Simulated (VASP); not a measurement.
# Te2W (relaxed from the rutile structure, space group P4_2/mnm): computed properties

Calculation: PBEsol GGA, VASP's PBE PAW potentials (set 64) (plane waves; VASP).

```
Quantity                                                                       Value
----------------------------------  ------------------------------------------------
space group                                                           P4_2/mnm (136)
cell                                a = b = 6.600 Å, c = 3.573 Å, α = β = γ = 90.00°
volume per atom                                                        25.94 Å³/atom
band gap (over mesh and band path)          none (metal, semimetal or under 0.01 eV)
band gap with spin-orbit coupling                                    none (metallic)
density                                                                   9.37 g/cm³
```

```cif
data_Te4W2
_chemical_formula_sum 'W2 Te4'
_space_group_name_H-M_alt 'P42/mnm'
_space_group_IT_number 136
_space_group_name_Hall '-P 4n 2n'
_cell_length_a 6.59956
_cell_length_b 6.59956
_cell_length_c 3.57316
_cell_angle_alpha 90.000
_cell_angle_beta 90.000
_cell_angle_gamma 90.000
loop_
_atom_site_label
_atom_site_type_symbol
_atom_site_symmetry_multiplicity
_atom_site_Wyckoff_symbol
_atom_site_fract_x
_atom_site_fract_y
_atom_site_fract_z
_atom_site_occupancy
W1 W 2 a 0.00000 0.00000 0.00000 1
Te1 Te 4 f 0.28469 0.28469 0.00000 1
```

Unless said otherwise, spin-orbit coupling is left out, though it shifts the bands of the heavy elements here.

The structure was generated: Te2W was put into the rutile type (P4_2/mnm), which need not be its known phase. It was relaxed first, which changed the volume by -30 %. Symmetry was kept, so distortions that lower it aren't found.
